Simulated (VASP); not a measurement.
All values below come from PBEsol GGA, VASP's PBE PAW potentials (set 64) (plane waves; VASP).

VASP ran on this input.

**INCAR**
```
# general
SYSTEM =Ge2Sb2Te5
PREC   =Accurate
ENCUT  =400
LREAL  =.FALSE.
LASPH  =.TRUE.

# electronic loop
EDIFF  =1E-6
NELM   =100
ALGO   =Normal
LMAXMIX=4

# smearing
ISMEAR =1
SIGMA  =0.1

# functional
GGA    =PS

# ions
IBRION =2
NSW    =60
ISIF   =3
EDIFFG =-0.02

# output
LWAVE  =.FALSE.
LCHARG =.FALSE.
```

**POSCAR**
```
Ge2Sb2Te5
1
    4.2015512811    -0.0000000000    -0.0000000000
   -2.1007756405     3.6386499441     0.0000000000
   -0.0000000000     0.0000000000    17.0741600095
Te Sb Ge
5 2 2
Direct
  0.0000000000   1.0000000000   0.0000000000
  0.3333330000   0.6666670000   0.2197266355
  0.6666670000   0.3333330000   0.7802733645
  0.6666670000   0.3333330000   0.4222396588
  0.3333330000   0.6666670000   0.5777603412
  0.6666670000   0.3333330000   0.1174686441
  0.3333330000   0.6666670000   0.8825313559
  0.0000000000   0.0000000000   0.3398053456
  0.0000000000   0.0000000000   0.6601946544
```

**KPOINTS**
```
Automatic mesh
0
Gamma
8 8 2
0 0 0
```

POTCAR, in this order: Te Sb Ge_d (PBE.64 set). Program: vasp_std.

Output of the run:

OSZICAR:
```
...
DAV:  13    -0.374323141063E+02   -0.65976E-04   -0.11586E-03  1824   0.113E-01    0.190E-01
DAV:  14    -0.374322458494E+02    0.68257E-04   -0.80145E-05  2080   0.370E-02    0.147E-01
DAV:  15    -0.374321578119E+02    0.88037E-04   -0.33833E-04  1872   0.576E-02    0.659E-02
DAV:  16    -0.374321858381E+02   -0.28026E-04   -0.22139E-04  1808   0.422E-02    0.847E-02
DAV:  17    -0.374321836976E+02    0.21404E-05   -0.21497E-05  1616   0.167E-02    0.852E-02
DAV:  18    -0.374321782142E+02    0.54835E-05   -0.27837E-06  1552   0.643E-03    0.755E-02
DAV:  19    -0.374321633783E+02    0.14836E-04   -0.36625E-05  1888   0.199E-02    0.332E-02
DAV:  20    -0.374321637356E+02   -0.35724E-06   -0.89534E-06  1600   0.103E-02
   1 F= -.37432164E+02 E0= -.37431389E+02  d E =-.374322E+02
       N       E                     dE             d eps       ncg     rms          rms(c)
DAV:   1    -0.374329817080E+02   -0.81833E-03   -0.72266E-02  2088   0.152E+00    0.156E-01
DAV:   2    -0.374327433586E+02    0.23835E-03   -0.20665E-03  2096   0.336E-01    0.776E-02
DAV:   3    -0.374326600003E+02    0.83358E-04   -0.73362E-04  2128   0.133E-01    0.518E-02
DAV:   4    -0.374325984717E+02    0.61529E-04   -0.19074E-04  1952   0.793E-02    0.187E-02
DAV:   5    -0.374325918194E+02    0.66523E-05   -0.46691E-05  1576   0.285E-02    0.193E-02
DAV:   6    -0.374325919190E+02   -0.99606E-07   -0.40344E-06  1720   0.123E-02
   2 F= -.37432592E+02 E0= -.37431809E+02  d E =-.428183E-03
       N       E                     dE             d eps       ncg     rms          rms(c)
DAV:   1    -0.374326097631E+02   -0.17944E-04   -0.60435E-04  2152   0.139E-01    0.186E-02
DAV:   2    -0.374326060135E+02    0.37496E-05   -0.21560E-05  2048   0.306E-02    0.924E-03
DAV:   3    -0.374326044480E+02    0.15655E-05   -0.11777E-05  1728   0.154E-02    0.785E-03
DAV:   4    -0.374326030384E+02    0.14097E-05   -0.29788E-06  1280   0.911E-03    0.237E-03
DAV:   5    -0.374326028347E+02    0.20362E-06   -0.70527E-07   832   0.484E-03
   3 F= -.37432603E+02 E0= -.37431819E+02  d E =-.439099E-03
       N       E                     dE             d eps       ncg     rms          rms(c)
DAV:   1    -0.374326281959E+02   -0.25158E-04   -0.23811E-03  2056   0.274E-01    0.290E-02
DAV:   2    -0.374326205371E+02    0.76588E-05   -0.69570E-05  2088   0.614E-02    0.135E-02
DAV:   3    -0.374326176371E+02    0.29000E-05   -0.25662E-05  1944   0.247E-02    0.948E-03
DAV:   4    -0.374326153105E+02    0.23266E-05   -0.62794E-06  1552   0.141E-02    0.362E-03
DAV:   5    -0.374326148750E+02    0.43548E-06   -0.15005E-06   968   0.630E-03
   4 F= -.37432615E+02 E0= -.37431830E+02  d E =-.451139E-03
       N       E                     dE             d eps       ncg     rms          rms(c)
DAV:   1    -0.374337851042E+02   -0.11698E-02   -0.90425E-02  2304   0.180E+00    0.194E-01
DAV:   2    -0.374331677091E+02    0.61740E-03   -0.19800E-03  2048   0.376E-01    0.101E-01
DAV:   3    -0.374329820605E+02    0.18565E-03   -0.23163E-04  2144   0.108E-01    0.476E-02
DAV:   4    -0.374329190573E+02    0.63003E-04   -0.91707E-05  2024   0.562E-02    0.221E-02
DAV:   5    -0.374329156692E+02    0.33880E-05   -0.32241E-05  2016   0.277E-02    0.227E-02
DAV:   6    -0.374329133294E+02    0.23398E-05   -0.86081E-06  1656   0.131E-02    0.145E-02
DAV:   7    -0.374329131775E+02    0.15196E-06   -0.27324E-06  1408   0.967E-03
   5 F= -.37432913E+02 E0= -.37432119E+02  d E =-.298302E-03
       N       E                     dE             d eps       ncg     rms          rms(c)
DAV:   1    -0.374331472057E+02   -0.23388E-03   -0.19700E-02  2304   0.845E-01    0.916E-02
DAV:   2    -0.374330124292E+02    0.13478E-03   -0.42859E-04  2040   0.175E-01    0.461E-02
DAV:   3    -0.374329718481E+02    0.40581E-04   -0.52745E-05  2144   0.511E-02    0.219E-02
DAV:   4    -0.374329590139E+02    0.12834E-04   -0.27001E-05  2072   0.292E-02    0.106E-02
DAV:   5    -0.374329578653E+02    0.11486E-05   -0.96930E-06  1744   0.145E-02    0.112E-02
DAV:   6    -0.374329575554E+02    0.30986E-06   -0.12064E-06  1176   0.600E-03
   6 F= -.37432958E+02 E0= -.37432159E+02  d E =-.342680E-03
       N       E                     dE             d eps       ncg     rms          rms(c)
DAV:   1    -0.374330346246E+02   -0.76759E-04   -0.40744E-02  1880   0.970E-01    0.319E-02
DAV:   2    -0.374330945231E+02   -0.59898E-04   -0.73576E-04  2296   0.148E-01    0.184E-02
DAV:   3    -0.374330916061E+02    0.29170E-05   -0.45456E-05  2032   0.325E-02    0.171E-02
DAV:   4    -0.374330902140E+02    0.13921E-05   -0.55281E-06  1592   0.127E-02    0.125E-02
DAV:   5    -0.374330891402E+02    0.10738E-05   -0.14978E-06  1000   0.112E-02    0.288E-03
DAV:   6    -0.374330891043E+02    0.35869E-07   -0.11448E-06   944   0.760E-03
   7 F= -.37433089E+02 E0= -.37432290E+02  d E =-.131549E-03
       N       E                     dE             d eps       ncg     rms          rms(c)
DAV:   1    -0.374328285547E+02    0.26059E-03   -0.36677E-01  1880   0.292E+00    0.956E-02
DAV:   2    -0.374333800014E+02   -0.55145E-03   -0.67147E-03  2296   0.443E-01    0.545E-02
DAV:   3    -0.374333550219E+02    0.24979E-04   -0.40663E-04  2048   0.985E-02    0.522E-02
DAV:   4    -0.374333429695E+02    0.12052E-04   -0.48497E-05  1920   0.370E-02    0.381E-02
DAV:   5    -0.374333341204E+02    0.88492E-05   -0.16388E-05  1976   0.351E-02    0.108E-02
DAV:   6    -0.374333339046E+02    0.21579E-06   -0.60264E-06  1696   0.174E-02
   8 F= -.37433334E+02 E0= -.37432536E+02  d E =-.376349E-03
       N       E                     dE             d eps       ncg     rms          rms(c)
DAV:   1    -0.374310621798E+02    0.22719E-02   -0.14687E+00  1880   0.587E+00    0.191E-01
DAV:   2    -0.374333219729E+02   -0.22598E-02   -0.27378E-02  2152   0.885E-01    0.108E-01
DAV:   3    -0.374332467773E+02    0.75196E-04   -0.18684E-03  2024   0.233E-01    0.103E-01
DAV:   4    -0.374331986803E+02    0.48097E-04   -0.21340E-04  1976   0.810E-02    0.755E-02
DAV:   5    -0.374331641896E+02    0.34491E-04   -0.66654E-05  2320   0.710E-02    0.208E-02
DAV:   6    -0.374331633723E+02    0.81733E-06   -0.19426E-05  2160   0.293E-02    0.105E-02
DAV:   7    -0.374331634238E+02   -0.51550E-07   -0.13886E-06  1104   0.946E-03
   9 F= -.37433163E+02 E0= -.37432377E+02  d E =-.205868E-03
       N       E                     dE             d eps       ncg     rms          rms(c)
DAV:   1    -0.374323285151E+02    0.83486E-03   -0.76993E-01  1880   0.421E+00    0.139E-01
DAV:   2    -0.374334675877E+02   -0.11391E-02   -0.13847E-02  2296   0.661E-01    0.776E-02
DAV:   3    -0.374334174239E+02    0.50164E-04   -0.81924E-04  2136   0.136E-01    0.740E-02
DAV:   4    -0.374333917653E+02    0.25659E-04   -0.10702E-04  1912   0.554E-02    0.538E-02
DAV:   5    -0.374333739036E+02    0.17862E-04   -0.35492E-05  2144   0.480E-02    0.156E-02
DAV:   6    -0.374333736685E+02    0.23518E-06   -0.10575E-05  1976   0.212E-02    0.779E-03
DAV:   7    -0.374333736628E+02    0.56752E-08   -0.73049E-07   944   0.668E-03
  10 F= -.37433374E+02 E0= -.37432578E+02  d E =-.416107E-03
       N       E                     dE             d eps       ncg     rms          rms(c)
DAV:   1    -0.374335045811E+02   -0.13091E-03   -0.30332E-02  1600   0.892E-01    0.845E-02
DAV:   2    -0.374335625881E+02   -0.58007E-04   -0.14224E-03  1944   0.213E-01    0.430E-02
DAV:   3    -0.374335504665E+02    0.12122E-04   -0.69046E-05  2016   0.493E-02    0.296E-02
DAV:   4    -0.374335440505E+02    0.64160E-05   -0.13732E-05  1936   0.212E-02    0.141E-02
DAV:   5    -0.374335428031E+02    0.12474E-05   -0.11694E-05  1784   0.160E-02    0.526E-03
DAV:   6    -0.374335422917E+02    0.51144E-06   -0.40349E-06  1328   0.899E-03
  11 F= -.37433542E+02 E0= -.37432743E+02  d E =-.168629E-03
```

OUTCAR:
```
------------------------ aborting loop because EDIFF is reached ----------------------------------------
  FORCE on cell =-STRESS in cart. coord.  units (eV):
  Direction    XX          YY          ZZ          XY          YZ          ZX
  --------------------------------------------------------------------------------------
  Total        0.0308944      0.0308944      0.1089180      0.0000000      0.0000000     -0.0000000
  in kB        0.1897378      0.1897378      0.6689199      0.0000000      0.0000000     -0.0000000
  external PRESSURE =       0.3494652 kB  Pullay stress =       0.0000000 kB
  volume of cell :      260.88
      direct lattice vectors                 reciprocal lattice vectors
     4.201770097  0.000000000 -0.000000000     0.237994935  0.137406447  0.000000000
    -2.100885048  3.638839444  0.000000000    -0.000000000  0.274812894  0.000000000
    -0.000000000 -0.000000000 17.062429635     0.000000000  0.000000000  0.058608300
 POSITION                                       TOTAL-FORCE (eV/Angst)
 -----------------------------------------------------------------------------------
      4.20177      0.00000     -0.00000        -0.000000      0.000000      0.000000
     -0.00000      2.42589      3.75020        -0.000000      0.000000     -0.009070
      2.10089      1.21295     13.31223         0.000000     -0.000000      0.009070
      2.10089      1.21295      7.19167        -0.000000      0.000000     -0.012077
     -0.00000      2.42589      9.87076         0.000000     -0.000000      0.012077
      2.10089      1.21295      1.99853        -0.000000      0.000000     -0.004543
     -0.00000      2.42589     15.06389        -0.000000     -0.000000      0.004543
      4.20177      0.00000      5.77744        -0.000000     -0.000000      0.005627
     -0.00000     -0.00000     11.28499         0.000000      0.000000     -0.005627
 -----------------------------------------------------------------------------------
    total drift:                                0.000000      0.000000      0.000000
  FREE ENERGIE OF THE ION-ELECTRON SYSTEM (eV)
  ---------------------------------------------------
  free  energy   TOTEN  =       -37.4335422917 eV

  energy  without entropy=      -37.4311437686  energy(sigma->0) =      -37.43274278

 reached required accuracy - stopping structural energy minimisation
```
(Selected blocks of OUTCAR.)

CONTCAR:
```
Ge2Sb2Te5
   1.00000000000000
     4.2017700967135037    0.0000000000000027   -0.0000000000000000
    -2.1008850483067461    3.6388394439507299    0.0000000000000000
    -0.0000000000000000   -0.0000000000000000   17.0624296347280904
  Te              Sb              Ge
     5     2     2
Direct
     1.0000000000000000    0.0000000000000000    0.0000000000000000
     0.3333330000000032    0.6666669999999968    0.2197927679830578
     0.6666669999999968    0.3333330000000032    0.7802072320169423
     0.6666669999999968    0.3333330000000032    0.4214916545238174
     0.3333330000000032    0.6666669999999968    0.5785083454761825
     0.6666669999999968    0.3333330000000032    0.1171307186554545
     0.3333330000000032    0.6666669999999968    0.8828692813445455
     1.0000000000000000    0.0000000000000000    0.3386057221454728
     0.0000000000000000    0.0000000000000000    0.6613942778545271
```

The structure was generated: Ge2Sb2Te5 was put into the Ge2Sb2Te5-Petrov type (P-3m1), which need not be its known phase. This run relaxes it. Symmetry was kept, so distortions that lower it aren't found. The start is the result of an earlier pass.
